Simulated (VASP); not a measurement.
## Li2HfN2 (space group P-3m1): computed properties

Computed with PBEsol GGA, VASP's PBE PAW potentials (set 64) (plane waves; VASP 6.6.1).

```yaml
space_group: P-3m1 (164)
cell: a = b = 3.2240 Å, c = 5.4137 Å, α = β = 90.00°, γ = 120.00°
volume_per_atom: 9.75 Å³/atom
band gap (over mesh and band path): 1.85 eV
smallest direct gap (over mesh and band path): 2.66 eV
band_edge_character: indirect, Γ to L
density: 7.51 g/cm³
optical Γ-point spectrum: 208 (×2), 426, 435 (×2), 474 (×2), 498, 532, 563 (×2), 647 cm⁻¹
```

```
CELL_PARAMETERS angstrom
      3.22396     0.00000     0.00000
     -1.61198     2.79203     0.00000
      0.00000     0.00000     5.41372
ATOMIC_POSITIONS crystal
  Li 0.66667 0.33333 0.38240
  Li 0.33333 0.66667 0.61760
  Hf 0.00000 0.00000 0.00000
  N  0.66667 0.33333 0.77951
  N  0.33333 0.66667 0.22049
```

Unless said otherwise, spin-orbit coupling is left out, though it shifts the bands of the heavy elements here.

The structure comes from a computed database's Li2HfN2 entry (P-3m1); how it stands against other phases isn't given here. It was relaxed first. Symmetry was kept, so distortions that lower it aren't found.
